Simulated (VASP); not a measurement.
```yaml
crystal:
  lattice:
    - [4.06305, 0.00000, 0.00000]
    - [0.00000, 4.06305, 0.00000]
    - [0.00000, 0.00000, 4.06305]
  atoms:
    - { symbol: Ti, position: [0.00000, 0.00000, 0.00000] }
    - { symbol: Pt, position: [0.00000, 0.50000, 0.50000] }
    - { symbol: Pt, position: [0.50000, 0.00000, 0.50000] }
    - { symbol: Pt, position: [0.50000, 0.50000, 0.00000] }
```

These are vdW-DF2, VASP's PBE PAW potentials (set 64) (plane waves; VASP) values and carry that method's errors. Run with 520 eV cut-off, Gaussian smearing of 0.050 eV, potentials Ti_sv Pt.

Unless said otherwise, spin-orbit coupling is left out, though it shifts the bands of the heavy elements here.

Problem. Predict the band gap (along the path) with the smallest direct gap where there is one.

Solution. 
| Item | Result |
|---|---|
| band gap (along the path) | none (metal, semimetal or under 0.01 eV) |

Only differences to runs with the same potentials and settings are physical.

The compound is Pt3Ti in the L1_2 structure. It was relaxed first, which changed the volume by +11 %.
